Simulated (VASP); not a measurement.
Input:

```yaml
crystal:
  lattice:
    - [0.00000, 2.65523, 2.65523]
    - [2.65523, 0.00000, 2.65523]
    - [2.65523, 2.65523, 0.00000]
  atoms:
    - { symbol: Cu, position: [0.00000, 0.00000, 0.00000] }
    - { symbol: Cl, position: [0.25000, 0.25000, 0.25000] }
```

The numbers are results of PW91 GGA, VASP's PBE PAW potentials (set 64) (plane waves; VASP), not measurements. Run with 520 eV cut-off, 8×8×8 Γ-centred mesh, Gaussian smearing of 0.050 eV, potentials Cu Cl.

### Question
Predict the energy per atom (σ→0), pressure, band gap (on the k-mesh) with the smallest direct gap where there is one.

### Answer

| Item | Result |
|---|---|
| band gap (on the k-mesh) | 0.67 eV |
| smallest direct gap (on the k-mesh) | 0.67 eV |
| energy per atom (σ→0) | -3.189 eV/atom |
| pressure | 3.64 GPa |

Total energies compare only between runs with the same potentials, cut-off and functional.

The compound is CuCl in the zinc blende structure. This cell is one point of a volume scan, at 0.94 of the reference volume.
